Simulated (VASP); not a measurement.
Input:

```
CdO
1.0
    0.00000     2.41951     2.41951
    2.41951     0.00000     2.41951
    2.41951     2.41951     0.00000
Cd O
1 1
Direct
  0.00000   0.00000   0.00000
  0.50000   0.50000   0.50000
```

Computed with RPBE GGA, VASP's PBE PAW potentials (set 64) (plane waves; VASP 6.6.1). Settings: 520 eV cut-off, 15×15×15 Γ-centred mesh, tetrahedra with Blöchl corrections, potentials Cd O.

Q: What does the run give for the energy per atom (σ→0), band gap (on the k-mesh) with the smallest direct gap where there is one?

A: 
| Item | Result |
|---|---|
| band gap (on the k-mesh) | none (metal, semimetal or under 0.01 eV) |
| energy per atom (σ→0) | -3.477 eV/atom |

The absolute energy has meaning only against runs of the same code, potentials and settings.

The compound is CdO in the rock salt structure. It was relaxed first, which changed the volume by +9 %.
